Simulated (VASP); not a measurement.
# Li5GeF (P4/mmm) in VASP: a series of runs

One crystal, Li5GeF, is run at these levels: PBE; tasks: single point.

Everything below comes from runs of VASP 6.6.1. Logs are shortened: lines on timing, memory, paths and dates and some standing lists are left out, and cuts for length are marked.

### Step 1. The cell of the first run

It takes space group P4/mmm (No. 123, tetragonal). Conventional cell: a = 3.718 Å, b = 3.718 Å, c = 8.663 Å, α = 90.00°, β = 90.00°, γ = 90.00°. Li (site symmetry 4/mmm) has 4 F at 2.63 Å as nearest neighbours. Li (site symmetry 2mm) has 2 Ge at 2.61 Å and 4 Li at 2.63 Å as nearest neighbours. Ge (site symmetry 4/mmm) has 8 Li at 2.61 Å as nearest neighbours. F (site symmetry 4/mmm) has 4 Li at 2.63 Å as nearest neighbours.

The cell was built by a generator and needn't be a form met in nature.

### Step 2. Single point, PBE (species swapped into the CeIn5Rh type (P4/mmm, No. 123))

Input file INCAR:

```
PREC     = Accurate       # precision mode
ENCUT    = 520            # plane-wave cutoff, eV
EDIFF    = 1E-6           # SCF threshold, eV
ISMEAR   = 0              # smearing method
SIGMA    = 0.1            # smearing width, eV
LREAL    = F              # projectors in reciprocal space
LASPH    = T              # aspherical terms in the spheres
NELM     = 100            # most SCF steps
ALGO     = Fast           # electronic algorithm
ISIF     = 2              # what is computed and relaxed
LWAVE    = F              # write WAVECAR
LCHARG   = F              # write CHGCAR
GGA      = PE             # functional
NBANDS   = 27             # bands
```

Input file KPOINTS:

```
regular mesh
0
Gamma
  10 10 6
```

Input file POSCAR:

```
Li5GeF
1.0
    3.7184796620      0.0000000000      0.0000000000
    0.0000000000      3.7184796620      0.0000000000
    0.0000000000      0.0000000000      8.6632005309
Li Ge F
5 1 1
Direct
    0.5000000000      0.5000000000      0.0000000000
    0.5000000000      0.0000000000      0.7111437863
    0.0000000000      0.5000000000      0.2888562137
    0.5000000000      0.0000000000      0.2888562137
    0.0000000000      0.5000000000      0.7111437863
    0.0000000000      0.0000000000      0.5000000000
    0.0000000000      0.0000000000      0.0000000000
```

Potentials or basis: VASP PAW PBE potentials, release 64 (Li_sv, Ge_d, F).

Launch:

```
$ cat potpaw_PBE.64/Li_sv/POTCAR potpaw_PBE.64/Ge_d/POTCAR potpaw_PBE.64/F/POTCAR > POTCAR
$ mpirun -np 1 vasp_std > vasp.out
```

OUTCAR:

```text
PREC = Accurate
   ENCUT = 520
   EDIFF = 1E-6
   ISMEAR = 0
   LREAL = F
   LASPH = T
   NELM = 100
   ISIF = 2
   GGA = PE

 ion  position               nearest neighbor table
   1  0.500  0.500  0.000-
   2  0.500  0.000  0.711-   6 2.61   6 2.61
   3  0.000  0.500  0.289-   6 2.61   6 2.61
   4  0.500  0.000  0.289-   6 2.61   6 2.61
   5  0.000  0.500  0.711-   6 2.61   6 2.61
   6  0.000  0.000  0.500-   2 2.61   3 2.61   4 2.61   5 2.61   3 2.61   5 2.61   2 2.61   4 2.61

   7  0.000  0.000  0.000-

  LATTYP: Found a simple tetragonal cell.
 ALAT       =     3.7184796620
 C/A-ratio  =     2.3297695075

  Lattice vectors:

 A1 = (   3.7184796620,   0.0000000000,   0.0000000000)
 A2 = (   0.0000000000,   3.7184796620,   0.0000000000)
 A3 = (   0.0000000000,   0.0000000000,   8.6632005309)

Analysis of symmetry for initial positions (statically):
=====================================================================
 Subroutine PRICEL returns:
 Original cell was already a primitive cell.

 Routine SETGRP: Setting up the symmetry group for a
 simple tetragonal supercell.

 Subroutine GETGRP returns: Found 16 space group operations
 (whereof 16 operations were pure point group operations)
 out of a pool of 16 trial point group operations.

The static configuration has the point symmetry D_4h.

Analysis of symmetry for dynamics (positions and initial velocities):
=====================================================================
 Subroutine PRICEL returns:
 Original cell was already a primitive cell.

 Routine SETGRP: Setting up the symmetry group for a
 simple tetragonal supercell.

 Subroutine GETGRP returns: Found 16 space group operations
 (whereof 16 operations were pure point group operations)
 out of a pool of 16 trial point group operations.

The dynamic configuration has the point symmetry D_4h.

 Subroutine INISYM returns: Found 16 space group operations
 (whereof 16 operations are pure point group operations),
 and found     1 'primitive' translations

----------------------------------------------------------------------------------------

                                     Primitive cell

  volume of cell :     119.7869

  direct lattice vectors                    reciprocal lattice vectors
     3.718479662  0.000000000  0.000000000     0.268927113  0.000000000  0.000000000
     0.000000000  3.718479662  0.000000000     0.000000000  0.268927113  0.000000000
     0.000000000  0.000000000  8.663200531     0.000000000  0.000000000  0.115430781

  length of vectors
     3.718479662  3.718479662  8.663200531     0.268927113  0.268927113  0.115430781

  position of ions in fractional coordinates (direct lattice)
     0.500000000  0.500000000  0.000000000
     0.500000000  0.000000000  0.711143786
     0.000000000  0.500000000  0.288856214
     0.500000000  0.000000000  0.288856214
     0.000000000  0.500000000  0.711143786
     0.000000000  0.000000000  0.500000000
     0.000000000  0.000000000  0.000000000

  ion indices of the primitive-cell ions
   primitive index   ion index
                 1           1
                 2           2
                 3           3
                 4           4
                 5           5
                 6           6
                 7           7

----------------------------------------------------------------------------------------

 KPOINTS: regular mesh

Automatic generation of k-mesh.
 Grid dimensions read from file:
 generate k-points for:   10   10    6

 Generating k-lattice:

  Cartesian coordinates                     Fractional coordinates (reciprocal lattice)
     0.026892711  0.000000000  0.000000000     0.100000000  0.000000000  0.000000000
     0.000000000  0.026892711  0.000000000     0.000000000  0.100000000  0.000000000
     0.000000000  0.000000000  0.019238463     0.000000000  0.000000000  0.166666667

  Length of vectors
     0.026892711  0.026892711  0.019238463

  Shift w.r.t. Gamma in fractional coordinates (k-lattice)
     0.000000000  0.000000000  0.000000000

 Subroutine IBZKPT returns following result:
 ===========================================

 Found     84 irreducible k-points:

 Following reciprocal coordinates:
            Coordinates               Weight
  0.000000  0.000000  0.000000      1.000000
  0.100000  0.000000  0.000000      4.000000
  0.200000  0.000000  0.000000      4.000000
  0.300000  0.000000  0.000000      4.000000
  0.400000  0.000000  0.000000      4.000000
  0.500000  0.000000  0.000000      2.000000
[... 16 lines left out ...]
  0.100000  0.000000  0.166667      8.000000
  0.200000  0.000000  0.166667      8.000000
 [... further k-points ...]
   k-points           NKPTS =     84   k-points in BZ     NKDIM =     84   number of bands    NBANDS=     27
   number of dos      NEDOS =    301   number of ions     NIONS =      7
   total plane-waves  NPLWV =  50176
   dimension x,y,z NGX =    28 NGY =   28 NGZ =   64
   dimension x,y,z NGXF=    56 NGYF=   56 NGZF=  128
   ions per type =               5   1   1
   NGX,Y,Z   is equivalent  to a cutoff of  12.52, 12.52, 12.28 a.u.
   NGXF,Y,Z  is equivalent  to a cutoff of  25.04, 25.04, 24.56 a.u.
 SYSTEM =  unknown system
   PREC   = accura    normal or accurate (medium, high low for compatibility)
   ISTART =      0    job   : 0-new  1-cont  2-samecut
   ICHARG =      2    charge: 1-file 2-atom 10-const
   ISPIN  =      1    spin polarized calculation?
   LNONCOLLINEAR =      F non collinear calculations
   LSORBIT =      F    spin-orbit coupling
   LASPH  =      T    aspherical Exc in radial PAW
   ENCUT  =  520.0 eV  38.22 Ry    6.18 a.u.   6.91  6.91 16.11*2*pi/ulx,y,z
   NELM   =    100;   NELMIN=  2; NELMDL= -5     # of ELM steps
   EDIFF  = 0.1E-05   stopping-criterion for ELM
   LREAL  =      F    real-space projection
   EDIFFG = 0.1E-04   stopping-criterion for IOM
   NSW    =      0    number of steps for IOM
   IBRION =     -1    ionic relax: 0-MD 1-quasi-New 2-CG
   NFREE  =      0    steps in history (QN), initial steepest desc. (CG)
   ISIF   =      2    stress and relaxation
   ISYM   =      2    0-nonsym 1-usesym 2-fastsym
   POTIM  = 0.5000    time-step for ionic-motion
   TEBEG  =    0.0;   TEEND  =   0.0 temperature during run
   PSTRESS=    0.0 pullay stress
   NELECT =      36.0000    total number of electrons
   NUPDOWN=      -1.0000    fix difference up-down
   EMIN   =  10.00;   EMAX   =-10.00  energy-range for DOS
   EFERMI =   0.00;   METHOD = LEGACY
   ISMEAR =     0;   SIGMA  =   0.10  broadening in eV -4-tet -1-fermi 0-gaus
   EFERMI_NEDOS =   21; number of points for ismear=-14 and -15
   IALGO  =     68    algorithm
   IMIX   =      4    mixing-type and parameters
     AMIX     =   0.40;   BMIX     =  1.00
     AMIX_MAG =   1.60;   BMIX_MAG =  1.00
  volume/ion in A,a.u.               =      17.11       115.48
  Fermi-wavevector in a.u.,A,eV,Ry     =   1.096577  2.072231 16.360759  1.202482
  Thomas-Fermi vector in A             =   2.232922
   LORBIT       =      0    0 simple, 1 ext, 2 COOP (PROOUT), +10 PAW based schemes
   GGA     = PE    functional components
   LHFCALC =     F    Hartree Fock is set to
   AEXX    =    0.0000 exact exchange contribution
   IVDW    =     0    specifies the selected vdW correction
   LEPSILON=     F    determine dielectric tensor
   LRPA    =     F    only Hartree local field effects (RPA)
 non-spin polarized calculation
 RMM-DIIS sequential band-by-band and
 Gauss-broadening in eV      SIGMA  =   0.10
  energy-cutoff  :      520.00
  volume of cell :      119.79
 maximum number of plane-waves:      3258
 NGX is ok and might be reduce to    28
   NGX = 13   NGY = 13   NGZ = 33

 number of electron      35.9999931 magnetization

 Free energy of the ion-electron system (eV)
  ---------------------------------------------------
  ext. energy  EPLUGINS =         0.00000000
  ---------------------------------------------------
  free energy    TOTEN  =       -19.13669422 eV

  energy without entropy =      -19.11394061  energy(sigma->0) =      -19.12531742

 E-fermi :   1.9106     XC(G=0):  -7.9904

 val. band max:        1.9094014225   @ k =   0.4000   0.0000   0.5000
 cond. band min:       1.9114379653   @ k =   0.4000   0.0000   0.0000
 fundamental gap:      0.0020365428
 Fermi energy:         1.9105765616

 k-point     1 :       0.0000    0.0000    0.0000
  band No.  band energies     occupation
      1     -45.6117      2.00000
      2     -44.7890      2.00000
      3     -44.7885      2.00000
      4     -44.7279      2.00000
      5     -44.7276      2.00000
      6     -22.2851      2.00000
[... 19 lines left out ...]
     26       8.2831      0.00000
     27       8.7917      0.00000

 k-point     2 :       0.1000    0.0000    0.0000
  band No.  band energies     occupation
      1     -45.6117      2.00000
      2     -44.7875      2.00000
      3     -44.7869      2.00000
      4     -44.7293      2.00000
      5     -44.7290      2.00000
      6     -22.2843      2.00000
[... 19 lines left out ...]
     26       8.3081      0.00000
     27       8.4961      0.00000

 k-point     3 :       0.2000    0.0000    0.0000
  band No.  band energies     occupation
      1     -45.6116      2.00000
      2     -44.7830      2.00000
      3     -44.7825      2.00000
      4     -44.7335      2.00000
      5     -44.7332      2.00000
      6     -22.2822      2.00000
[... 594 lines left out ...]
      1     -45.6117      2.00000
      2     -44.7875      2.00000
      3     -44.7869      2.00000
      4     -44.7293      2.00000
      5     -44.7290      2.00000
      6     -22.2843      2.00000
[... 19 lines left out ...]
     26       8.4066      0.00000
     27       8.5203      0.00000

 k-point    24 :       0.2000    0.0000    0.1667
  band No.  band energies     occupation
      1     -45.6116      2.00000
      2     -44.7830      2.00000
      3     -44.7825      2.00000
      4     -44.7335      2.00000
      5     -44.7332      2.00000
      6     -22.2822      2.00000
[... 19 lines left out ...]
     26       8.4466      0.00000
     27       8.7423      0.00000

 [... further k-points ...]

------------------------ aborting loop because EDIFF is reached ----------------------------------------

  FORCE on cell =-STRESS in cart. coord.  units (eV):
  Direction    XX          YY          ZZ          XY          YZ          ZX
  --------------------------------------------------------------------------------------
  -------------------------------------------------------------------------------------
  Total       -0.1301918     -0.1301918     -0.1195373      0.0000000      0.0000000     -0.0000000
  in kB       -1.7413459     -1.7413459     -1.5988391      0.0000000      0.0000000     -0.0000000
  external PRESSURE =      -1.6938436 kB  Pullay stress =       0.0000000 kB

 VOLUME and BASIS-vectors are now :
 -----------------------------------------------------------------------------
  energy-cutoff  :      520.00
  volume of cell :      119.79
      direct lattice vectors                 reciprocal lattice vectors
     3.718479662  0.000000000  0.000000000     0.268927113  0.000000000  0.000000000
     0.000000000  3.718479662  0.000000000     0.000000000  0.268927113  0.000000000
     0.000000000  0.000000000  8.663200531     0.000000000  0.000000000  0.115430781

 POSITION                                       TOTAL-FORCE (eV/Angst)
 -----------------------------------------------------------------------------------
      1.85924      1.85924      0.00000         0.000000     -0.000000      0.000000
      1.85924      0.00000      6.16078         0.000000     -0.000000     -0.000704
      0.00000      1.85924      2.50242        -0.000000      0.000000      0.000704
      1.85924      0.00000      2.50242        -0.000000      0.000000      0.000704
      0.00000      1.85924      6.16078         0.000000     -0.000000     -0.000704
      0.00000      0.00000      4.33160         0.000000     -0.000000      0.000000
      0.00000      0.00000      0.00000         0.000000     -0.000000      0.000000
 -----------------------------------------------------------------------------------
    total drift:                               -0.000000      0.000000      0.000000

  FREE ENERGIE OF THE ION-ELECTRON SYSTEM (eV)
  ---------------------------------------------------
  free  energy   TOTEN  =       -19.1366942172 eV

  energy  without entropy=      -19.1139406142  energy(sigma->0) =      -19.12531742
```

Run time: 9.9 min. Hardware: 1 thread of Intel Xeon Platinum 8488C (Sapphire Rapids), shared host; peak memory 0.38 GiB.

Results:

| Property | Result |
| --- | --- |
| Free energy | -19.1367 eV |
| Band gap on the k mesh | none (metal or under the smearing width) |

Caveat: the cutoff is under 1.25 times the usual one of these potentials, so pressure, stress and relaxed cells hold a basis-set (Pulay) error.

### Step 3. Single point, PBE (species swapped into the CeIn5Rh type (P4/mmm, No. 123))

Input file INCAR:

```
SYSTEM = Li5GeF
ALGO = Fast
EDIFF = 1E-7
ENCUT = 520
GGA = PE
ISIF = 2
ISMEAR = 0
LASPH = .True.
LCHARG = .True.
LELF = .True.
LREAL = .False.
LVHAR = .True.
LWAVE = .False.
NBANDS = 27
NELM = 100
PREC = Accurate
SIGMA = 0.1
```

Input file KPOINTS:

```
k-points
0
Gamma
  10 10 6
  0 0 0
```

POSCAR is that of step 2.

Potentials or basis: VASP PAW PBE potentials, release 64 (Li_sv, Ge_d, F).

Launch:

```
$ cat potpaw_PBE.64/Li_sv/POTCAR potpaw_PBE.64/Ge_d/POTCAR potpaw_PBE.64/F/POTCAR > POTCAR
$ mpirun -np 1 vasp_std > vasp.out
```

OUTCAR:

```text
SYSTEM = Li5GeF
   EDIFF = 1E-7
   ENCUT = 520
   GGA = PE
   ISIF = 2
   ISMEAR = 0
   LASPH = .True.
   LREAL = .False.
   NELM = 100
   PREC = Accurate

 ion  position               nearest neighbor table
   1  0.500  0.500  0.000-
   2  0.500  0.000  0.711-   6 2.61   6 2.61
   3  0.000  0.500  0.289-   6 2.61   6 2.61
   4  0.500  0.000  0.289-   6 2.61   6 2.61
   5  0.000  0.500  0.711-   6 2.61   6 2.61
   6  0.000  0.000  0.500-   2 2.61   3 2.61   4 2.61   5 2.61   3 2.61   5 2.61   2 2.61   4 2.61

[... 933 lines left out ...]
  -------------------------------------------------------------------------------------
  Total       -0.1236078     -0.1236078     -0.1164811      0.0000000      0.0000000     -0.0000000
  in kB       -1.6532830     -1.6532830     -1.5579618      0.0000000      0.0000000     -0.0000000
  external PRESSURE =      -1.6215093 kB  Pullay stress =       0.0000000 kB

 VOLUME and BASIS-vectors are now :
 -----------------------------------------------------------------------------
  energy-cutoff  :      520.00
  volume of cell :      119.79
      direct lattice vectors                 reciprocal lattice vectors
     3.718479662  0.000000000  0.000000000     0.268927113  0.000000000  0.000000000
     0.000000000  3.718479662  0.000000000     0.000000000  0.268927113  0.000000000
     0.000000000  0.000000000  8.663200531     0.000000000  0.000000000  0.115430781

 POSITION                                       TOTAL-FORCE (eV/Angst)
 -----------------------------------------------------------------------------------
      1.85924      1.85924      0.00000        -0.000000      0.000000      0.000000
      1.85924      0.00000      6.16078         0.000000     -0.000000     -0.001037
      0.00000      1.85924      2.50242        -0.000000      0.000000      0.001037
      1.85924      0.00000      2.50242        -0.000000      0.000000      0.001037
      0.00000      1.85924      6.16078         0.000000     -0.000000     -0.001037
      0.00000      0.00000      4.33160        -0.000000      0.000000      0.000000
      0.00000      0.00000      0.00000        -0.000000      0.000000      0.000000
 -----------------------------------------------------------------------------------
    total drift:                                0.000000      0.000000      0.000000

  FREE ENERGIE OF THE ION-ELECTRON SYSTEM (eV)
  ---------------------------------------------------
  free  energy   TOTEN  =       -19.1366961682 eV

  energy  without entropy=      -19.1139400584  energy(sigma->0) =      -19.12531811
```

It took 13 min on 1 thread of AMD EPYC 9R45 (Zen 5), shared host; peak memory 0.35 GiB.

What came out:

```
Free energy            : -19.1367 eV
Band gap on the k mesh : none (metal or under the smearing width)
```

Caveat: the cutoff is under 1.25 times the usual one of these potentials, so pressure, stress and relaxed cells hold a basis-set (Pulay) error.
